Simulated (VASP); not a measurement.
Input:

```yaml
crystal:
  lattice:
    - [0.00000, 2.17528, 2.17528]
    - [2.17528, 0.00000, 2.17528]
    - [2.17528, 2.17528, 0.00000]
  atoms:
    - { symbol: Ta, position: [0.50000, 0.50000, 0.50000] }
    - { symbol: N, position: [0.00000, 0.00000, 0.00000] }
```

Level of theory: PBE GGA, VASP's PBE PAW potentials (set 64) (plane waves; VASP 6.6.1). Settings: 400 eV cut-off, 13×13×13 Γ-centred mesh, Gaussian smearing of 0.20 eV, potentials Ta_pv N.

At this cut-off the stress carries a Pulay error, which pulls relaxed volumes low. Unless said otherwise, spin-orbit coupling is left out, though it shifts the bands of the heavy elements here.

### Question
What does the run give for the energy per atom (σ→0), pressure, band gap (on the k-mesh) with the smallest direct gap where there is one?

### Answer

```
Property                                                     Value
------------------------  ----------------------------------------
band gap (on the k-mesh)  none (metal, semimetal or under 0.01 eV)
energy per atom (σ→0)                              -10.890 eV/atom
pressure                                                140.1 kbar
```

Only differences to runs with the same potentials and settings are physical.

The structure comes from a computed database's TaN entry; how it stands against other phases isn't given here. The cell was not relaxed at this level. VASP warned that the highest band is occupied, so more bands are needed.
